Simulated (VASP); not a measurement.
Output of a VASP run:

### OUTCAR
```
 ion  position               nearest neighbor table
   1  0.000  0.000  0.000-   2 3.03   2 3.03   2 3.03   2 3.03   2 3.03   2 3.03
   2  0.500  0.500  0.500-   1 3.03   1 3.03   1 3.03   1 3.03   1 3.03   1 3.03
  LATTYP: Found a face centered cubic cell.
 ALAT       =     6.0588000000
 Subroutine PRICEL returns:
 Original cell was already a primitive cell.
 Subroutine GETGRP returns: Found 48 space group operations
The static configuration has the point symmetry O_h .
The dynamic configuration has the point symmetry O_h .
 Subroutine INISYM returns: Found 48 space group operations
 Subroutine IBZKPT returns following result:
 Found     60 irreducible k-points:

 Following reciprocal coordinates:
            Coordinates               Weight
  0.062500  0.062500  0.062500      8.000000
  0.187500  0.062500  0.062500     24.000000
  0.312500  0.062500  0.062500     24.000000
  0.437500  0.062500  0.062500     24.000000
 -0.437500  0.062500  0.062500     24.000000
 -0.312500  0.062500  0.062500     24.000000
 -0.187500  0.062500  0.062500     24.000000
 -0.062500  0.062500  0.062500     24.000000
  0.187500  0.187500  0.062500     24.000000
  0.312500  0.187500  0.062500     48.000000
  0.437500  0.187500  0.062500     48.000000
 -0.437500  0.187500  0.062500     48.000000
 -0.312500  0.187500  0.062500     48.000000
 -0.187500  0.187500  0.062500     48.000000
 -0.062500  0.187500  0.062500     48.000000
  0.312500  0.312500  0.062500     24.000000
  0.437500  0.312500  0.062500     48.000000
 -0.437500  0.312500  0.062500     48.000000
 -0.312500  0.312500  0.062500     48.000000
 -0.187500  0.312500  0.062500     48.000000
 -0.062500  0.312500  0.062500     48.000000
  0.437500  0.437500  0.062500     24.000000
 -0.437500  0.437500  0.062500     48.000000
 -0.312500  0.437500  0.062500     48.000000
 -0.187500  0.437500  0.062500     48.000000
 -0.062500  0.437500  0.062500     48.000000
 -0.437500 -0.437500  0.062500     24.000000
 -0.312500 -0.437500  0.062500     48.000000
 -0.187500 -0.437500  0.062500     48.000000
 -0.312500 -0.312500  0.062500     24.000000
 -0.187500 -0.312500  0.062500     48.000000
 -0.187500 -0.187500  0.062500     24.000000
  0.187500  0.187500  0.187500      8.000000
  0.312500  0.187500  0.187500     24.000000
  0.437500  0.187500  0.187500     24.000000
 -0.437500  0.187500  0.187500     24.000000
 -0.312500  0.187500  0.187500     24.000000
 -0.187500  0.187500  0.187500     24.000000
  0.312500  0.312500  0.187500     24.000000
  0.437500  0.312500  0.187500     48.000000
   k-points           NKPTS =     60   k-points in BZ     NKDIM =     60   number of bands    NBANDS=     14
   number of dos      NEDOS =    301   number of ions     NIONS =      2
   total plane-waves  NPLWV =  21952
   dimension x,y,z NGX =    28 NGY =   28 NGZ =   28
   dimension x,y,z NGXF=    56 NGYF=   56 NGZF=   56
   ions per type =               1   1
   PREC   = accura    normal or accurate (medium, high low for compatibility)
   ISTART =      0    job   : 0-new  1-cont  2-samecut
   ICHARG =      2    charge: 1-file 2-atom 10-const
   ISPIN  =      1    spin polarized calculation?
   LNONCOLLINEAR =      F non collinear calculations
   LSORBIT =      F    spin-orbit coupling
   INIWAV =      1    electr: 0-lowe 1-rand  2-diag
   ENCUT  =  400.0 eV  29.40 Ry    5.42 a.u.   6.99  6.99  6.99*2*pi/ulx,y,z
   NELM   =    100;   NELMIN=  2; NELMDL= -5     # of ELM steps
   EDIFF  = 0.1E-05   stopping-criterion for ELM
   LREAL  =      F    real-space projection
   NLSPLINE    = F    spline interpolate recip. space projectors
   LMAXMIX     =    4 max onsite mixed and CHGCAR
   VOSKOWN=      0    Vosko Wilk Nusair interpolation
   EDIFFG = 0.1E-04   stopping-criterion for IOM
   NSW    =      0    number of steps for IOM
   NBLOCK =      1;   KBLOCK =      1    inner block; outer block
   IBRION =     -1    ionic relax: 0-MD 1-quasi-New 2-CG
...
```

File OSZICAR:
```
       N       E                     dE             d eps       ncg     rms          rms(c)
DAV:   1     0.149955415136E+03    0.14996E+03   -0.84202E+03  1680   0.121E+03
DAV:   2     0.282509018539E+01   -0.14713E+03   -0.14372E+03  1818   0.328E+02
DAV:   3    -0.901575500048E+01   -0.11841E+02   -0.11739E+02  2162   0.100E+02
DAV:   4    -0.929527371264E+01   -0.27952E+00   -0.27933E+00  1948   0.188E+01
DAV:   5    -0.930619373527E+01   -0.10920E-01   -0.10920E-01  2330   0.338E+00    0.423E+00
DAV:   6    -0.875801638710E+01    0.54818E+00   -0.17408E+00  2492   0.976E+00    0.298E+00
DAV:   7    -0.876035331163E+01   -0.23369E-02   -0.15356E-01  1760   0.219E+00    0.178E+00
DAV:   8    -0.876426197001E+01   -0.39087E-02   -0.17755E-02  1842   0.165E+00    0.355E-01
DAV:   9    -0.876371785824E+01    0.54411E-03   -0.35985E-03  2500   0.578E-01    0.109E-01
DAV:  10    -0.876397479485E+01   -0.25694E-03   -0.43093E-04  1752   0.132E-01    0.690E-02
DAV:  11    -0.876397871196E+01   -0.39171E-05   -0.60721E-05  2106   0.950E-02    0.114E-02
DAV:  12    -0.876398004288E+01   -0.13309E-05   -0.40550E-06  2010   0.210E-02    0.394E-03
DAV:  13    -0.876398003658E+01    0.62996E-08   -0.20354E-07  1254   0.560E-03
   1 F= -.87639800E+01 E0= -.87639800E+01  d E =-.401668E-11
```

### OUTCAR
```
------------------------ aborting loop because EDIFF is reached ----------------------------------------
  FORCE on cell =-STRESS in cart. coord.  units (eV):
  Direction    XX          YY          ZZ          XY          YZ          ZX
  --------------------------------------------------------------------------------------
  Total       -0.4515455     -0.4515455     -0.4515455      0.0000000     -0.0000000     -0.0000000
  in kB      -13.0110468    -13.0110468    -13.0110468      0.0000000     -0.0000000     -0.0000000
  external PRESSURE =     -13.0110468 kB  Pullay stress =       0.0000000 kB
  volume of cell :       55.60
      direct lattice vectors                 reciprocal lattice vectors
     0.000000000  3.029400000  3.029400000    -0.165049185  0.165049185  0.165049185
     3.029400000  0.000000000  3.029400000     0.165049185 -0.165049185  0.165049185
     3.029400000  3.029400000  0.000000000     0.165049185  0.165049185 -0.165049185
  FREE ENERGIE OF THE ION-ELECTRON SYSTEM (eV)
  ---------------------------------------------------
  free  energy   TOTEN  =        -8.7639800366 eV

  energy  without entropy=       -8.7639800366  energy(sigma->0) =       -8.76398004
```
(Selected blocks of OUTCAR.)

### POSCAR
```
PbS
1
    0.0000000000     3.0294000000     3.0294000000
    3.0294000000     0.0000000000     3.0294000000
    3.0294000000     3.0294000000     0.0000000000
Pb S
1 1
Direct
  0.0000000000   0.0000000000   0.0000000000
  0.5000000000   0.5000000000   0.5000000000
```

Task: Write an INCAR and KPOINTS that could have produced this output.

Result: This is not unique; one that fits is the input of the run itself, PBE GGA, plane waves, VASP's PBE PAW potentials (set 64).

INCAR:
```
! general
SYSTEM  = PbS
PREC    = Accurate
ENCUT   = 400
LREAL   = F   ! projection in real space or not
LASPH   = T

! electronic loop
EDIFF   = 1E-6
NELM    = 100   ! most electronic steps
ALGO    = Normal
LMAXMIX = 4   ! l cut-off of mixed one-centre charges

! smearing
ISMEAR  = 0   ! Gaussian
SIGMA   = 0.05   ! width (eV)

! functional
GGA     = PE   ! PBE

! ions
ISIF    = 2   ! forces and stress, cell fixed

! output
LWAVE   = F
LCHARG  = F
```

KPOINTS:
```
Automatic
0
Monkhorst-Pack
  8 8 8
```

POTCAR, in this order: Pb_d S (PBE.64 set). Program: vasp_std.

The compound is PbS in the rock salt structure. The cell was not relaxed at this level. The run is one of a series of settings (KPOINTS 8×8×8 Monkhorst-Pack mesh against the base run), some of them coarse on purpose.
